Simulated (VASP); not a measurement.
Crystal: CdSe.

```
Cd Se
1.0
     0.00000    3.07027    3.07027
     3.07027    0.00000    3.07027
     3.07027    3.07027    0.00000
Cd Se
1 1
Direct
  0.00000 0.00000 0.00000
  0.75000 0.75000 0.75000
```

Measurements of this composition are mostly on another form, of space group No. 186.

* Program: VASP 6.6.1
* Task: relaxation of cell and atoms
* Functional: LDA
* Potentials or basis: VASP PAW LDA potentials, release 64 (Cd, Se)
* Cutoff: 600 eV
* k mesh: 10 × 10 × 10
* Occupations: gaussian, width 0.01 eV
* Spin: no spin polarisation

At the start: pressure -2.9 GPa; volume 28.94 Å³/atom.

**Question.** How do energy, volume and symmetry change on relaxing?

**Answer.** Over 3 steps the energy falls by 15.8 meV/atom and the volume is 27.31 Å³/atom (-5.7 %); space group F-43m (No. 216, to 0.05 Å).

The path:
| step | energy change (eV) | largest force (eV/Å) | pressure (GPa) | volume (Å³) |
| --- | --- | --- | --- | --- |
| 1 | 0.0000 | 0.0000 | -2.93 | 57.88 |
| 2 | -0.0278 | 0.0000 | 1.18 | 53.57 |
| 3 | -0.0316 | 0.0000 | 0.01 | 54.61 |

Final structure:
```
Cd Se
1.0
     0.00000    3.01132    3.01132
     3.01132    0.00000    3.01132
     3.01132    3.01132    0.00000
Cd Se
1 1
Direct
  0.00000 0.00000 0.00000
  0.75000 0.75000 0.75000
```
